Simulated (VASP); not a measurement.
Wanted: the native input for a VASP 6.6.1 run.

| Quantity | Value |
| --- | --- |
| Task | single point |
| Functional | PBE |
| Potentials or basis | VASP PAW PBE potentials, release 64 (Zn, F) |
| Cutoff | 520 eV |
| k mesh | 10 × 10 × 10 |
| Occupations | gaussian, width 0.1 eV |
| Spin | no spin polarisation |
| Dipole correction | no |
| Further INCAR settings | ALGO = Fast; EDIFF = 1e-07; NBANDS = 44 |

The structure of Zn4F3 lies in POSCAR:

```
Zn4F3
1.0
   -2.9474991595      2.9474991595      2.9474991595
    2.9474991595     -2.9474991595      2.9474991595
    2.9474991595      2.9474991595     -2.9474991595
Zn F
4 3
Direct
    0.5000000000      0.5000000000      0.5000000000
    0.0000000000      0.0000000000      0.5000000000
    0.0000000000      0.5000000000      0.0000000000
    0.5000000000      0.0000000000      0.0000000000
    0.0000000000      0.5000000000      0.5000000000
    0.5000000000      0.0000000000      0.5000000000
    0.5000000000      0.5000000000      0.0000000000
```

The cell was built by a generator and needn't be a form met in nature.

The cell isn't the ideal one: random cell by space group and Wyckoff sites (Im-3m, No. 229).

These files were run (other wordings do the same):

INCAR

```
SYSTEM = Zn4F3
  PREC = Accurate
  ENCUT = 520
  EDIFF = 1E-7
  ISMEAR = 0
  SIGMA = 0.1
  LREAL = .FALSE.
  LASPH = .TRUE.
  NELM = 100
  ALGO = Fast
  ISIF = 2
  LWAVE = .FALSE.
  LCHARG = .FALSE.
  GGA = PE
  NBANDS = 44
```

KPOINTS

```
Automatic mesh
0
G
  10 10 10
  0 0 0
```

Potentials or basis: VASP PAW PBE potentials, release 64 (Zn, F).

The run is started by

```console
$ cat potpaw_PBE.64/Zn/POTCAR potpaw_PBE.64/F/POTCAR > POTCAR
$ mpirun -np 1 vasp_std > vasp.out
```

Results of the run:

- Pressure: -0.1 GPa
- Band gap on the k mesh: none (metal or under the smearing width)

Caveat: an odd number of electrons without spin polarisation forces a metal; a magnetic or distorted state may lie lower.

Wall time 4.4 min on 1 thread of Intel(R) Xeon(R) Platinum 8259CL CPU @ 2.50GHz (Skylake/Cascade Lake), on a shared host, peak memory 0.33 GiB.
